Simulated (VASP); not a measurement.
Input:

```
Bi
1.0
    4.57227    -2.35698     0.08517
    4.57227     2.35698     0.08517
    3.28510     0.00000     3.95935
Bi
2
Cartesian
  2.84601   0.00000   0.94557
  9.58364   0.00000   3.18411
```

These are vdW-DF2, VASP's PBE PAW potentials (set 64) (plane waves; VASP 6.6.1) values and carry that method's errors. Run with 520 eV cut-off, Gaussian smearing of 0.050 eV, potentials Bi_d.

### Question
Give the energies of bands 13 to 18 at the high-symmetry points, in eV from the Fermi level.

### Answer

```json
[
 {"band": "13", "Γ": "-1.26", "T": "-0.81", "H2": "-3.14", "L": "-1.49", "S0": "-3.36", "F": "-3.58"},
 {"band": "14", "Γ": "-0.85", "T": "-0.46", "H2": "-3.04", "L": "-1.14", "S0": "-2.00", "F": "-2.32"},
 {"band": "15", "Γ": "-0.85", "T": "-0.46", "H2": "-0.57", "L": "-0.31", "S0": "-1.91", "F": "-2.15"},
 {"band": "16", "Γ": "1.94", "T": "0.92", "H2": "1.00", "L": "0.03", "S0": "2.39", "F": "2.49"},
 {"band": "17", "Γ": "2.51", "T": "1.11", "H2": "4.25", "L": "0.86", "S0": "2.65", "F": "3.98"},
 {"band": "18", "Γ": "2.51", "T": "1.11", "H2": "4.26", "L": "1.47", "S0": "4.67", "F": "5.20"}
]
```

It has no gap at this level: it comes out as a metal or semimetal.

The compound is Bi in the a7 structure. It was relaxed first, which changed the volume by +19 %.
